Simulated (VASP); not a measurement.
Energy against volume of Mo (bcc). These are RPBE GGA, VASP's PBE PAW potentials (set 64) (plane waves; VASP) values and carry that method's errors. Settings: 520 eV cut-off, 16×16×16 Γ-centred mesh, first-order Methfessel-Paxton smearing of 0.10 eV, potentials Mo_sv.

```
V (Å³/atom)  E (eV/atom)
-----------  -----------
15.591         -10.35639
16.073         -10.36591
16.555         -10.35304
17.037         -10.32116
```

Q: Fit these four points and predict the energy of the run at 15.108 Å³/atom.

A: A cubic in V^(−2/3), the third-order Birch-Murnaghan form, passes through the four points with V0 = 16.02 Å³/atom and B0 = 251 GPa, and gives -10.3204 eV/atom there. The run gave -10.3206 eV/atom, -0.2 meV/atom from the fit; all five points give B0 = 250 GPa.

The compound is Mo in the bcc structure. It was relaxed first.
